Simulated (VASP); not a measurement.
Output of a VASP run:

OSZICAR:
```
       N       E                     dE             d eps       ncg     rms          rms(c)
DAV:   1     0.221566752768E+02    0.22157E+02   -0.37242E+03   592   0.792E+02
DAV:   2    -0.855957017594E+01   -0.30716E+02   -0.28821E+02   808   0.106E+02
DAV:   3    -0.939325026608E+01   -0.83368E+00   -0.83368E+00   664   0.240E+01
DAV:   4    -0.939675722724E+01   -0.35070E-02   -0.35070E-02   928   0.179E+00
DAV:   5    -0.939675891058E+01   -0.16833E-05   -0.16833E-05   656   0.383E-02    0.444E+00
DAV:   6    -0.908969662003E+01    0.30706E+00   -0.74300E-01   576   0.432E+00    0.338E+00
DAV:   7    -0.904848310977E+01    0.41214E-01   -0.20250E-01   720   0.237E+00    0.206E+00
DAV:   8    -0.904634940147E+01    0.21337E-02   -0.78657E-03   648   0.713E-01    0.697E-01
DAV:   9    -0.904625567056E+01    0.93731E-04   -0.30594E-04   712   0.143E-01    0.222E-01
DAV:  10    -0.904626015806E+01   -0.44875E-05   -0.36000E-05   776   0.386E-02    0.479E-02
DAV:  11    -0.904626139028E+01   -0.12322E-05   -0.60459E-07   624   0.684E-03    0.121E-02
DAV:  12    -0.904626125666E+01    0.13362E-06   -0.49398E-08   320   0.156E-03
   1 F= -.80227069E+01 E0= -.80227069E+01  d E =-.802271E+01
```

OUTCAR:
```
------------------------ aborting loop because EDIFF is reached ----------------------------------------
  FORCE on cell =-STRESS in cart. coord.  units (eV):
  Direction    XX          YY          ZZ          XY          YZ          ZX
  --------------------------------------------------------------------------------------
  Total        1.0226331      1.0226331      1.0226331      0.0000000      0.0000000     -0.0000000
  in kB       49.9549973     49.9549973     49.9549973      0.0000000      0.0000000     -0.0000000
  external PRESSURE =      -0.0450027 kB  Pullay stress =      50.0000000 kB
  volume of cell :       32.80
      direct lattice vectors                 reciprocal lattice vectors
     0.000000000  2.540624631  2.540624631    -0.196801997  0.196801997  0.196801997
     2.540624631  0.000000000  2.540624631     0.196801997 -0.196801997  0.196801997
     2.540624631  2.540624631  0.000000000     0.196801997  0.196801997 -0.196801997
 POSITION                                       TOTAL-FORCE (eV/Angst)
 -----------------------------------------------------------------------------------
      0.00000      0.00000      0.00000        -0.000000     -0.000000     -0.000000
      2.54062      2.54062      2.54062         0.000000      0.000000      0.000000
 -----------------------------------------------------------------------------------
    total drift:                                0.000000      0.000000      0.000000
  FREE ENERGIE OF THE ION-ELECTRON SYSTEM (eV)
  ---------------------------------------------------
  free  energy   TOTEN  =        -9.0462612567 eV

  energy  without entropy=       -9.0462612567  energy(sigma->0) =       -9.04626126
  enthalpy is  TOTEN    =        -8.0227068551 eV   P V=        1.0235544015

 reached required accuracy - stopping structural energy minimisation
```
(Selected blocks of OUTCAR.)

### POSCAR
```
MgS
1
    0.0000000000     2.5406246310     2.5406246310
    2.5406246310     0.0000000000     2.5406246310
    2.5406246310     2.5406246310    -0.0000000000
Mg S
1 1
Direct
  0.0000000000   0.0000000000   0.0000000000
  0.5000000000   0.5000000000   0.5000000000
```

Question: Reconstruct the remaining input files.

Answer: This is not unique; one that fits is the input of the run itself, PBEsol GGA, plane waves, VASP's PBE PAW potentials (set 64).

**INCAR**
```
ALGO  =  Normal
EDIFF  =  1E-6
EDIFFG  =  -0.02
ENCUT  =  500
GGA  =  PS
IBRION  =  2
ISIF  =  3
ISMEAR  =  0
LASPH  =  .True.
LCHARG  =  .False.
LREAL  =  .False.
LWAVE  =  .False.
NELM  =  100
NSW  =  40
PREC  =  Accurate
PSTRESS  =  50
SIGMA  =  0.05
SYSTEM  =  MgS
```

### KPOINTS
```
Regular mesh
0
gamma
 9 9 9
0 0 0
```

POTCAR, in this order: Mg S (PBE.64 set). Program: vasp_std.

The structure was generated: MgS was put into the rock salt type (Fm-3m), which need not be its known phase. It was relaxed first under an external pressure of 5 GPa.
